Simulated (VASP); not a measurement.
Calculation: HSE06 screened hybrid, VASP's PBE PAW potentials (set 64) (plane waves; VASP).

The input files of a VASP run:

POSCAR:
```
BC64
1
    7.1465551590     0.0000000000     0.0000000000
    0.0000000000     7.1465551590     0.0000000000
    0.0000000000     0.0000000000     7.1465551590
C B
64 1
Direct
  0.5007036517   0.0010184862   0.9962712904
  0.6296922979   0.1258861931   0.1178021524
  0.7521165941   0.2513351401   0.9976429224
  0.8738676994   0.3765675638   0.1194205054
  0.7503670996   0.9990240381   0.2452959600
  0.8712416441   0.1237117490   0.3700202873
  0.0016629480   0.0012190196   0.9977997385
  0.1262820209   0.1272044610   0.1225054426
  0.2511256229   0.2513373586   0.9975961435
  0.3765181022   0.3744338119   0.1232315059
  0.5006868849   0.5016034639   0.9990005703
  0.6255798972   0.6265211545   0.1223853388
  0.7511726693   0.7513199909   0.9975296286
  0.8771062437   0.8756830590   0.1219058662
  0.2524621110   0.0005331398   0.2468379480
  0.4004285922   0.1117041966   0.3581329288
  0.5103755456   0.2498315265   0.2399407363
  0.6300156595   0.3779168081   0.3710102362
  0.7513159482   0.5027620508   0.2461340783
  0.8738877982   0.6294494150   0.3723213482
  0.5104722220   0.9935119869   0.4961752486
  0.6300887207   0.1246996544   0.6242587930
  0.7509176683   0.2513070586   0.4975880241
  0.8712733163   0.3788468875   0.6251419405
  0.7513530160   0.9998437145   0.7490682284
  0.8738778894   0.1260836626   0.8757855795
  0.0016464450   0.5014496193   0.9973189648
  0.1266988023   0.6259098179   0.1229634559
  0.2515112902   0.7513407449   0.9975827181
  0.3757253344   0.8751756648   0.1214673886
  0.9912760278   0.2499427060   0.2407437373
  0.1020642012   0.3824602909   0.3663101529
  0.2504652199   0.4987402915   0.2501344088
  0.3765237913   0.6256859511   0.3744768435
  0.5006832871   0.7499455542   0.2473108353
  0.6297126691   0.8714504691   0.3721311804
  0.9912546258   0.9944094355   0.4962359850
  0.1020585996   0.1200148934   0.6287528835
  0.1618058111   0.2512386021   0.4974971474
  0.4005592088   0.3909302206   0.6373504066
  0.5104357748   0.5090416283   0.4991099734
  0.6297353414   0.6311462365   0.6229985375
  0.7521154222   0.7512653531   0.4975422689
  0.8738455312   0.8730789133   0.6228144188
  0.2505181564   0.0038501241   0.7450544736
  0.3765737161   0.1281994728   0.8720505232
  0.5105389220   0.2528056057   0.7554835769
  0.6297661540   0.3767832465   0.8775185512
  0.7504068971   0.5036052828   0.7498531352
  0.8771286195   0.6269772769   0.8731817756
  0.0016535227   0.7515234680   0.2474175550
  0.1262582207   0.8761983527   0.3734374286
  0.9913327542   0.5080835297   0.4989413473
  0.1263410155   0.6263711155   0.6216844769
  0.2511397086   0.7512977806   0.4975576405
  0.3765473434   0.8768813714   0.6207269181
  0.9913166463   0.2526628179   0.7543965576
  0.1262981005   0.3754516420   0.8726640233
  0.2525481694   0.5021199646   0.7484125430
  0.3757422326   0.6274875181   0.8737751366
  0.5007057227   0.7526647939   0.7478771174
  0.6255756588   0.8761129043   0.8727846398
  0.0016831137   0.7510628362   0.7476582749
  0.1267089218   0.8767504366   0.8721608828
  0.3496741572   0.2512414762   0.4979146736
```

KPOINTS:
```
Automatic mesh
0
G
  1 1 1
0 0 0
```

**INCAR**
```
SYSTEM = BC64
PREC = Normal
ENCUT = 400
EDIFF = 1E-5
NELM = 50
ALGO = Normal
LREAL = Auto
LASPH = .TRUE.
ISMEAR = 0
SIGMA = 0.05
GGA = PE
LWAVE = .FALSE.
LCHARG = .FALSE.
NELMIN = 4
ISYM = 0
NELECT = 258.0
HFSCREEN = 0.2
AEXX = 0.25
LHFCALC = .TRUE.
PRECFOCK = Fast
ISIF = 0
```

POTCAR, in this order: C B (PBE.64 set). Program: vasp_gam. Read from the step before: WAVECAR.

What VASP printed:

**OSZICAR**
```
       N       E                     dE             d eps       ncg     rms          rms(c)
DAV:   1    -0.679074346746E+03   -0.67907E+03   -0.83718E+00   324   0.807E+00    0.406E+00
DAV:   2    -0.679103875595E+03   -0.29529E-01   -0.15024E-01   352   0.992E-01    0.245E+00
DAV:   3    -0.679086722485E+03    0.17153E-01   -0.19183E-02   368   0.388E-01    0.134E+00
DAV:   4    -0.679081973078E+03    0.47494E-02   -0.53954E-03   360   0.196E-01    0.721E-01
DAV:   5    -0.679080528384E+03    0.14447E-02   -0.95155E-04   366   0.852E-02    0.393E-01
DAV:   6    -0.679080094243E+03    0.43414E-03   -0.28233E-04   350   0.480E-02    0.211E-01
DAV:   7    -0.679079968034E+03    0.12621E-03   -0.73566E-05   358   0.248E-02    0.114E-01
DAV:   8    -0.679079930171E+03    0.37863E-04   -0.16080E-05   216   0.126E-02    0.641E-02
DAV:   9    -0.679079919236E+03    0.10935E-04   -0.68147E-06   198   0.896E-03    0.340E-02
DAV:  10    -0.679079916423E+03    0.28130E-05   -0.16627E-06   206   0.437E-03
   1 F= -.67907992E+03 E0= -.67907992E+03  d E =-.164375E-18
```

### OUTCAR
```
------------------------ aborting loop because EDIFF is reached ----------------------------------------
  volume of cell :      365.00
      direct lattice vectors                 reciprocal lattice vectors
     7.146555159  0.000000000  0.000000000     0.139927556  0.000000000  0.000000000
     0.000000000  7.146555159  0.000000000     0.000000000  0.139927556  0.000000000
     0.000000000  0.000000000  7.146555159     0.000000000  0.000000000  0.139927556
 POSITION                                       TOTAL-FORCE (eV/Angst)
 -----------------------------------------------------------------------------------
      3.57831      0.00728      7.11991         0.030068      0.013795      0.006829
      4.50013      0.89965      0.84188        -0.014769      0.005667      0.016099
      5.37504      1.79618      7.12971         0.022294     -0.003223     -0.004658
      6.24514      2.69116      0.85345        -0.039330     -0.016502     -0.009399
      5.36254      7.13958      1.75302         0.014617      0.005003      0.005402
      6.22638      0.88411      2.64437        -0.028399      0.009104      0.009776
      0.01188      0.00871      7.13083         0.020313      0.000789      0.003605
      0.90248      0.90907      0.87549        -0.028981     -0.037519     -0.027155
      1.79468      1.79620      7.12938         0.012207     -0.004118      0.000067
      2.69081      2.67591      0.88068        -0.012485      0.004276     -0.016359
      3.57819      3.58474      7.13941         0.033139     -0.007784     -0.009792
      4.47074      4.47747      0.87463        -0.018642     -0.010690      0.012642
      5.36830      5.36935      7.12890         0.018469      0.000266      0.006470
      6.26829      6.25812      0.87121        -0.023882      0.003605      0.009920
      1.80423      0.00381      1.76404         0.055659     -0.005027     -0.006013
      2.86169      0.79830      2.55942         0.058586      0.022827      0.010290
      3.64743      1.78543      1.71475         0.017449     -0.048948      0.015805
      4.50244      2.70080      2.65145        -0.013411      0.014573     -0.011399
      5.36932      3.59302      1.75901         0.063611     -0.016939      0.014988
      6.24529      4.49839      2.66082        -0.041004      0.009217      0.016138
      3.64812      7.10019      3.54594         0.013479      0.027916     -0.049249
      4.50296      0.89117      4.46130        -0.019074     -0.014447      0.014534
      5.36647      1.79598      3.55604         0.010054     -0.003186      0.000264
      6.22660      2.70745      4.46761        -0.027357     -0.006947     -0.005046
      5.36959      7.14544      5.35326         0.062639      0.017215     -0.019638
      6.24522      0.90106      6.25885        -0.041072      0.009189      0.010697
      0.01177      3.58364      7.12739         0.021977     -0.007678      0.000223
      0.90546      4.47310      0.87877        -0.025877     -0.011511      0.013846
      1.79744      5.36950      7.12928         0.024408     -0.001153      0.000265
      2.68514      6.25449      0.86807        -0.028843      0.010706      0.012676
      7.08421      1.78623      1.72049         0.060334      0.044804      0.073978
      0.72941      2.73327      2.61786        -0.149889      0.054980     -0.053790
      1.78996      3.56428      1.78760         0.029489     -0.001868      0.003614
      2.69085      4.47150      2.67622        -0.010463      0.015542     -0.004266
      3.57816      5.35953      1.76742         0.031256      0.008942      0.008479
      4.50028      6.22787      2.65946        -0.016593      0.017686      0.015707
      7.08406      7.10660      3.54638         0.062082      0.080680      0.043221
      0.72937      0.85769      4.49342        -0.152571     -0.049965      0.054260
      1.15635      1.79549      3.55539         0.269055      0.002711      0.009985
      2.86262      2.79380      4.55486         0.057183     -0.017198     -0.030556
      3.64786      3.63789      3.56692         0.013112     -0.020040      0.048023
      4.50044      4.51052      4.45229        -0.018917     -0.018735     -0.000883
      5.37503      5.36896      3.55571         0.020984      0.002289      0.003797
      6.24499      6.23951      4.45098        -0.041104     -0.010652     -0.009977
      1.79034      0.02752      5.32457         0.030896      0.007485     -0.009847
      2.69120      0.91618      6.23216        -0.012908     -0.008436      0.016362
      3.64859      1.80669      5.39911         0.010311      0.047270     -0.032237
      4.50066      2.69270      6.27123        -0.020498     -0.010175     -0.023710
      5.36282      3.59904      5.35887         0.014269     -0.009590     -0.005867
      6.26845      4.48073      6.24024        -0.022172     -0.011138     -0.004849
      0.01182      5.37080      1.76818         0.018447      0.003199      0.005391
      0.90231      6.26180      2.66879        -0.027295     -0.027412     -0.032479
      7.08461      3.63105      3.56571         0.058466     -0.071840     -0.041845
      0.90290      4.47640      4.44290        -0.032757      0.027182      0.039047
      1.79478      5.36919      3.55582         0.008735      0.001066      0.000487
      2.69102      6.26668      4.43606        -0.011236     -0.019148      0.010391
      7.08450      1.80567      5.39134         0.062299     -0.044578     -0.076638
      0.90260      2.68319      6.23654        -0.027619      0.035909      0.026295
      1.80485      3.58843      5.34857         0.051120      0.004498      0.004472
      2.68526      4.48437      6.24448        -0.027059     -0.013251     -0.012245
      3.57832      5.37896      5.34475         0.030700     -0.007461     -0.010502
      4.47071      6.26119      6.23740        -0.018371      0.012554     -0.009181
      0.01203      5.36751      5.34318         0.020332      0.000176     -0.002264
      0.90553      6.26575      6.23295        -0.025798      0.006740     -0.009847
      2.49897      1.79551      3.55837        -0.349663      0.009296     -0.014354
 -----------------------------------------------------------------------------------
    total drift:                               -0.031591     -0.047868      0.079426
  FREE ENERGIE OF THE ION-ELECTRON SYSTEM (eV)
  ---------------------------------------------------
  free  energy   TOTEN  =      -679.0799164229 eV

  energy  without entropy=     -679.0799164229  energy(sigma->0) =     -679.07991642

  exchange ACFDT corr.  =         0.00000000  see jH, gK, PRB 81, 115126
```
(Selected blocks of OUTCAR.)

The cell is charged, with a uniform compensating background. The supercell is sampled at Γ alone, which is coarse: total energies, pressure and levels can be off, energies of defects by several tenths of an eV.

The cell is a supercell with a defect, built from C (diamond): B_i, charge +1. The cell's shape comes from a PBE relaxation. The run is not spin-polarised, so no state with unpaired spins was tried.
